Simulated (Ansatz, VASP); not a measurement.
**RuPt2: VASP beside Ansatz**

```
Ru Pt
1.0
     4.49996    0.00000    0.00000
    -2.24998    3.89708    0.00000
     0.00000    0.00000    2.61784
Ru Pt
1 2
Direct
  0.00000 0.00000 0.00000
  0.33333 0.66667 0.50000
  0.66667 0.33333 0.50000
```

Change from the starting cell: species swapped into the TmSi2 type (P6/mmm, No. 191).

Alike in both runs: task relaxation of cell and atoms; functional PBE; k mesh 6 × 6 × 6; occupations gaussian, width 0.1 eV; no spin polarisation.

|  | VASP | Ansatz |
| --- | --- | --- |
| version | VASP 6.6.1 | Ansatz 0.2.0 |
| potentials or method | VASP PAW PBE potentials, release 64 (Ru_pv, Pt) | scalar-relativistic, plane waves, PAW |
| plane-wave cutoff (eV) | 600 | 420 |
| valence electrons in the cell | 34 | 52 |

VASP gave:

| Quantity | Value |
| --- | --- |
| gap on the k mesh at the Fermi level, each at its own relaxed structure (eV) | none |
| relaxed volume (Å³/atom) | 15.37 |
| relaxed cell length with the largest relative difference (Å) | 4.459 |
| energy change over the relaxation (meV/atom) | -15 |

Q: What did Ansatz give for the same quantities?

A: gap on the k mesh at the Fermi level, each at its own relaxed structure (eV): none; relaxed volume (Å³/atom): 15.40; relaxed cell length with the largest relative difference (Å): 4.462; energy change over the relaxation (meV/atom): -15.

A gap of «none» marks a metal or a gap that the smearing closes. The two sets of potentials don't hold the same shells in valence.

Caveats: the k mesh is coarse (spacing up to 0.40 Å⁻¹), so the values aren't converged. Spin-orbit coupling is left out, which matters for the levels of Pt.
